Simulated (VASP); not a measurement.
An input for Quantum ESPRESSO's pw.x (written as the equivalent of a VASP run, and not itself run):

```
&CONTROL
  calculation = 'vc-relax'
  pseudo_dir = './pseudo'
  outdir = './out'
  tprnfor = .true.
  tstress = .true.
  nstep = 60
  forc_conv_thr = 0.00039
/
&SYSTEM
  ibrav = 0
  nat = 2
  ntyp = 2
  ecutwfc = 92
  occupations = 'smearing'
  smearing = 'gaussian'
  degauss = 0.003675
  input_dft = 'pz'
/
&ELECTRONS
  conv_thr = 7.3e-08
  electron_maxstep = 100
/
&IONS
/
&CELL
/
ATOMIC_SPECIES
  Cu 63.546 Cu.upf
  Cl 35.450 Cl.upf
CELL_PARAMETERS angstrom
    -0.0000000    2.6085039    2.6085039
     2.6085039    0.0000000    2.6085039
     2.6085039    2.6085039    0.0000000
ATOMIC_POSITIONS crystal
  Cu   0.0000000  0.0000000  0.0000000
  Cl   0.2500000  0.2500000  0.2500000
K_POINTS automatic
  8 8 8 0 0 0
```

### Question
Translate this input to VASP (INCAR, KPOINTS, POSCAR, choice of POTCAR).

### Answer
Several could match; the one computed here: 
### KPOINTS
```
Automatic mesh
0
G
  8 8 8
0 0 0
```

**INCAR**
```
ALGO  =  Normal
EDIFF  =  1E-6
EDIFFG  =  -0.01
ENCUT  =  520
IBRION  =  2
ISIF  =  3
ISMEAR  =  0
LASPH  =  .True.
LCHARG  =  .False.
LMAXMIX  =  4
LREAL  =  .False.
LWAVE  =  .False.
NELM  =  100
NSW  =  60
PREC  =  Accurate
SIGMA  =  0.05
SYSTEM  =  CuCl
```

### POSCAR
```
CuCl
1
   -0.0000000000     2.6085038982     2.6085038982
    2.6085038982     0.0000000000     2.6085038982
    2.6085038982     2.6085038982     0.0000000000
Cu Cl
1 1
Direct
  0.0000000000   0.0000000000   0.0000000000
  0.2500000000   0.2500000000   0.2500000000
```

POTCAR, in this order: Cu Cl (LDA.64 set). Program: vasp_std.

The two are equivalent in intent, not identical: the potentials are each code's own (VASP's PAW set, PseudoDojo norm-conserving files in pw.x), so ENCUT and ecutwfc are chosen apart and not converted; conv_thr bounds pw.x's estimated SCF error, while EDIFF bounds the energy change between steps; forc_conv_thr acts on force components and is met together with etot_conv_thr.

The compound is CuCl in the zinc blende structure. This run relaxes it. Symmetry was kept, so distortions that lower it aren't found. The start is the result of an earlier pass.
